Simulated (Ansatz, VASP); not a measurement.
# TaTeSe (1T-TaSeTe monolayer): VASP beside Ansatz, part 2 of 2

Wanted: the spread between two codes on one cell, functional and k mesh. The structure shown is the start of the Ansatz relaxation below; VASP solves that cell, so the two are compared at the walk's first step.

VASP 6.6.1 and Ansatz 0.2.0.

So far: The structure; Ansatz: relaxation, PBE.

### 3. VASP: single point, PBE, start cell

Level of this step: PBE, zero-moment start; plane waves and PAW (Te, Ta_pv, Se) (VASP).

The same cell, functional, mesh and smearing now go to VASP, with its own data sets.

Lines of VASP's logs that name or quote its potential files are left out, and so is its time.

INCAR reads:

```
SYSTEM = TaTeSe
PREC = Accurate
ENCUT = 400
EDIFF = 1E-06
NELM = 200
ISMEAR = -1
SIGMA = 0.05
LREAL = .FALSE.
ALGO = Normal
GGA = PE
NBANDS = 19
ISPIN = 2
MAGMOM = 0 -0 -0
LASPH = .TRUE.
LMAXMIX = 4
LORBIT = 11
LWAVE = .FALSE.
LCHARG = .FALSE.
ISIF = 2
LDIPOL = .TRUE.
IDIPOL = 3
DIPOL = 0.5 0.5 0.35
LVHAR = .TRUE.
GGA_COMPAT = .FALSE.
NELMDL = -8
```

POSCAR reads:

```
TaTeSe
1.0
    3.8276450000      0.0000000000      0.0000000000
   -1.9138230000      3.3148380000      0.0000000000
    0.0000000000      0.0000000000     30.9211970000
Te Ta Se
1 1 1
Direct
    0.6666668408      0.3333333333      0.2910624708
    0.0000000000      0.0000000000      0.3532809871
    0.3333334204      0.6666666667      0.4062131877
```

KPOINTS reads:

```
Automatic mesh
0
Gamma
9 9 1
0 0 0
```

Potentials, in the order of the species: Te, Ta_pv and Se (PBE family, release 64).

Launch:

```bash
> mpirun -np 1 vasp_std
```

Numbers of over 12 decimals in the logs are rounded to 6 here.

The program printed:

```text
[banner, memory and clock lines left out]
running    1 mpi-ranks, on    1 nodes
 distrk:  each k-point on    1 cores,    1 groups
 distr:  one band on    1 cores,    1 groups

 POSCAR found type information on POSCAR TeTaSe
 POSCAR found :  3 types and       3 ions
 LDA part: xc-table for (Slater+PW92), standard interpolation
 POSCAR, INCAR and KPOINTS ok, starting setup
 FFT: planning ... GRIDC
 FFT: planning ... GRID_SOFT
 FFT: planning ... GRID
 WAVECAR not read
 entering main loop
       N       E                     dE             d eps       ncg     rms          rms(c)
DAV:   1     0.976462962706E+02    0.97646E+02   -0.82299E+03  1176   0.668E+02
DAV:   2    -0.899670916012E+01   -0.10664E+03   -0.10384E+03  1192   0.145E+02
DAV:   3    -0.209240273593E+02   -0.11927E+02   -0.11813E+02  1324   0.447E+01
DAV:   4    -0.211861818664E+02   -0.26215E+00   -0.26112E+00  1453   0.749E+00
DAV:   5    -0.211880736723E+02   -0.18918E-02   -0.18909E-02  1284   0.628E-01
DAV:   6    -0.211881181089E+02   -0.44437E-04   -0.44434E-04  1414   0.748E-02
DAV:   7    -0.211881186304E+02   -0.52146E-06   -0.52139E-06  1329   0.794E-03
DAV:   8    -0.211881186391E+02   -0.87073E-08   -0.89042E-08  1026   0.102E-03    0.111E+01
DAV:   9    -0.198898910183E+02    0.12982E+01   -0.87396E+00  1014   0.134E+01    0.582E+00
DAV:  10    -0.197525464351E+02    0.13734E+00   -0.28139E+00  1018   0.616E+00    0.286E+00
DAV:  11    -0.196501657665E+02    0.10238E+00   -0.53493E-01  1050   0.334E+00    0.680E-01
DAV:  12    -0.196494871212E+02    0.67865E-03   -0.27701E-02  1122   0.875E-01    0.265E-01
DAV:  13    -0.196483544188E+02    0.11327E-02   -0.26886E-03  1226   0.303E-01    0.159E-01
DAV:  14    -0.196479430054E+02    0.41141E-03   -0.11636E-03  1208   0.148E-01    0.802E-02
[...]
DAV:  21    -0.196481548592E+02   -0.45051E-04   -0.20011E-06  1008   0.445E-03    0.310E-03
DAV:  22    -0.196481631906E+02   -0.83314E-05   -0.22279E-07   978   0.176E-03    0.184E-03
DAV:  23    -0.196481811171E+02   -0.17926E-04   -0.49703E-07   926   0.212E-03    0.127E-03
DAV:  24    -0.196481829087E+02   -0.17917E-05   -0.19689E-07  1010   0.112E-03    0.694E-04
DAV:  25    -0.196481852532E+02   -0.23445E-05   -0.39644E-08   866   0.649E-04    0.294E-04
DAV:  26    -0.196481888648E+02   -0.36116E-05   -0.81111E-08   854   0.714E-04    0.365E-04
DAV:  27    -0.196481903031E+02   -0.14382E-05   -0.20432E-08   868   0.373E-04    0.239E-04
DAV:  28    -0.196481908799E+02   -0.57683E-06   -0.40666E-09   724   0.194E-04
   1 F= -.19648191E+02 E0= -.19634518E+02  d E =-.273465E-01  mag=    -0.0000
```

OUTCAR, selected parts (step 3):

```text
ion  position               nearest neighbor table
   1  0.667  0.333  0.291-   2 2.93   2 2.93   2 2.93
   2  0.000  0.000  0.353-   3 2.75   3 2.75   3 2.75   1 2.93   1 2.93   1 2.93
   3  0.333  0.667  0.406-   2 2.75   2 2.75   2 2.75

  LATTYP: Found a hexagonal cell.
 ALAT       =     3.8276450000
 C/A-ratio  =     8.0783868410

 Subroutine GETGRP returns: Found  6 space group operations
 (whereof  6 operations were pure point group operations)

The static configuration has the point symmetry C_3v.

 Found     12 irreducible k-points:

   k-points           NKPTS =     12   k-points in BZ     NKDIM =     12   number of bands    NBANDS=     19

   dimension x,y,z NGX =    28 NGY =   28 NGZ =  210
   dimension x,y,z NGXF=    56 NGYF=   56 NGZF=  420

   ENCUT  =  400.0 eV  29.40 Ry    5.42 a.u.   6.24  6.24 50.42*2*pi/ulx,y,z

   NELECT =      23.0000    total number of electrons

 k-points in reciprocal lattice and weights: Automatic mesh
   0.00000000  0.00000000  0.00000000       0.012
   0.11111111 -0.00000000  0.00000000       0.074
   0.22222222  0.00000000  0.00000000       0.074
   0.33333333  0.00000000  0.00000000       0.074
   0.44444444  0.00000000  0.00000000       0.074
   0.11111111  0.11111111  0.00000000       0.074
   0.22222222  0.11111111  0.00000000       0.148
   0.33333333  0.11111111  0.00000000       0.148
   0.44444444  0.11111111  0.00000000       0.074
   0.22222222  0.22222222  0.00000000       0.074
   0.33333333  0.22222222  0.00000000       0.148
   0.33333333  0.33333333  0.00000000       0.025

 dipolmoment           0.000000      0.000000      0.033084 electrons x Angstroem

 average (electrostatic) potential at core
       1 -97.1155       2 -46.9046       3 -61.1193

 E-fermi :  -2.6738

 spin component 1
 k-point     1 :       0.0000    0.0000    0.0000
  band No.  band energies     occupation
    ...
      5     -14.4216      1.00000
      6      -7.7150      1.00000
      7      -5.3508      1.00000
      8      -5.3508      1.00000
      9      -4.7178      1.00000
     10      -2.6429      0.35043
     11      -2.6429      0.35042
     12      -2.5784      0.12935
     13      -2.5784      0.12934
     14      -2.4483      0.01089
    ...

 k-point     2 :       0.1111   -0.0000    0.0000
  band No.  band energies     occupation
    ...
      7      -5.7729      1.00000
      8      -5.3156      1.00000
      9      -4.4381      1.00000
     10      -3.8621      1.00000
     11      -3.2785      0.99999
     12      -2.6229      0.26558
     13      -1.9636      0.00000
     14      -1.9003      0.00000
     15      -0.0808      0.00000
     16       0.4213      0.00000
    ...

 k-point     3 :       0.2222    0.0000    0.0000
  band No.  band energies     occupation
    ...
      8      -5.3728      1.00000
      9      -5.2796      1.00000
     10      -4.3245      1.00000
     11      -3.7513      1.00000
     12      -2.9243      0.99338
     13      -1.5936      0.00000
     14      -1.5633      0.00000
     15      -0.3234      0.00000
     16       0.3708      0.00000
     17       1.6597      0.00000
    ...

 k-point     4 :       0.3333    0.0000    0.0000
  band No.  band energies     occupation
    ...
      8      -6.0895      1.00000
      9      -5.3514      1.00000
     10      -4.7171      1.00000
     11      -3.9287      1.00000
     12      -3.2424      0.99999
     13      -1.4044      0.00000
     14      -1.2911      0.00000
     15       0.2045      0.00000
     16       0.4839      0.00000
     17       1.3924      0.00000
    ...

 k-point     5 :       0.4444    0.0000    0.0000
  band No.  band energies     occupation
    ...
      8      -5.8988      1.00000
      9      -5.4519      1.00000
     10      -4.9766      1.00000
     11      -3.9454      1.00000
     12      -3.3822      1.00000
     13      -1.3150      0.00000
     14      -1.0433      0.00000
     15       0.2831      0.00000
     16       0.5840      0.00000
     17       1.2723      0.00000
    ...

 k-point     6 :       0.1111    0.1111    0.0000
  band No.  band energies     occupation
    ...
      7      -6.1613      1.00000
      8      -5.3701      1.00000
      9      -4.8034      1.00000
     10      -4.3477      1.00000
     11      -3.8949      1.00000
     12      -2.5464      0.07265
     13      -1.9185      0.00000
     14      -1.5238      0.00000
     15      -0.1588      0.00000
     16       0.0690      0.00000
    ...

  Total       -5.3894053     -5.3894059     -4.8529885      0.0000008      0.0000000     -0.0000000
  in kB      -22.0090436    -22.0090462    -19.8184454      0.0000033      0.0000000     -0.0000000
  external PRESSURE =     -21.2788450 kB  Pullay stress =       0.0000000 kB

  energy-cutoff  :      400.00
  volume of cell :      392.33
      direct lattice vectors                 reciprocal lattice vectors
     3.827645000  0.000000000  0.000000000     0.261257248  0.150836973  0.000000000
    -1.913823000  3.314838000  0.000000000     0.000000000  0.301673868  0.000000000
     0.000000000  0.000000000 30.921197000     0.000000000  0.000000000  0.032340275

 POSITION                                       TOTAL-FORCE (eV/Angst)
 -----------------------------------------------------------------------------------
      1.91382      1.10495      9.00000         0.000000     -0.000000      1.246339
      0.00000      0.00000     10.92387        -0.000000     -0.000000      0.241178
     -0.00000      2.20989     12.56060        -0.000000      0.000000     -1.487517
 -----------------------------------------------------------------------------------
    total drift:                               -0.000316     -0.000001      0.000165

  FREE ENERGIE OF THE ION-ELECTRON SYSTEM (eV)
  ---------------------------------------------------
  free  energy   TOTEN  =       -19.6481908799 eV

  energy  without entropy=      -19.6208443433  energy(sigma->0) =      -19.63451761

 vacuum level on the upper side and lower side of the slab         2.196         1.724

 total charge
# of ion       s       p       d       tot
------------------------------------------
    1        1.382   1.951   0.038   3.371
    2        0.274   6.106   2.121   8.502
    3        1.468   2.286   0.034   3.789
--------------------------------------------------
tot          3.124  10.343   2.193  15.661

 magnetization (x)
# of ion       s       p       d       tot
------------------------------------------
    1        0.000   0.000  -0.000   0.000
    2       -0.000  -0.000  -0.000  -0.000
    3       -0.000   0.000  -0.000  -0.000
--------------------------------------------------
tot         -0.000   0.000  -0.000  -0.000

[... 2 further parts left out ...]
```

### 4. Differences

Known differences besides the potentials themselves: Ansatz cuts the interaction across the vacuum, VASP repeats the sheet with a dipole correction; the data sets hold 45 valence electrons in Ansatz (on its default PAW (the set named soft_2) files) and 23 in VASP; the cutoff is 420 eV in Ansatz and 400 eV in VASP. Total energies have different zeros and are not compared.

Forces (eV/Å; atoms numbered as in POSCAR):

```
atom        Ansatz x, y, z          VASP x, y, z
 Te1   0.000, 0.000, 1.266   0.000, 0.000, 1.246
 Ta2   0.000, 0.000, 0.231   0.000, 0.000, 0.241
 Se3  0.000, 0.000, -1.497  0.000, 0.000, -1.488
```

The forces differ by 7.9 meV/Å r.m.s., which is 1.2 % of the r.m.s. force of 0.652 eV/Å (both taken over all components). Moments aren't recorded for both runs of this pair, so they may hold unlike magnetic states. With vacuum in the cell, a pressure given here is an average over mostly empty space and none of the material.

### 5. Results

```
r.m.s. force difference (single point, PBE, start cell) : 1.2 % of the r.m.s. force
```

What this shows: The r.m.s. force difference is 1.2 % of the r.m.s. force (single point, PBE, start cell), within the 3 % picked in this series as the mark of a large difference. The data sets hold unlike numbers of valence electrons (45 in Ansatz and 23 in VASP), so part of the differences comes from the potentials. Such differences can come from data sets, numerical settings and the points named under the comparisons, not from the functional's error against experiment.

[Lines on the potential files, build, host, timing and source positions are cut from VASP's logs without a mark.]

[Logs are printed without paths, hosts, clocks, repeated set-up lines and the standing remarks that a program may print on its own settings, such as how far it seeks lower states.]

[Hosts, paths, dates, database ids (printed as entryN), source tags and the programs' standing remarks are cut or masked in the printed files.]
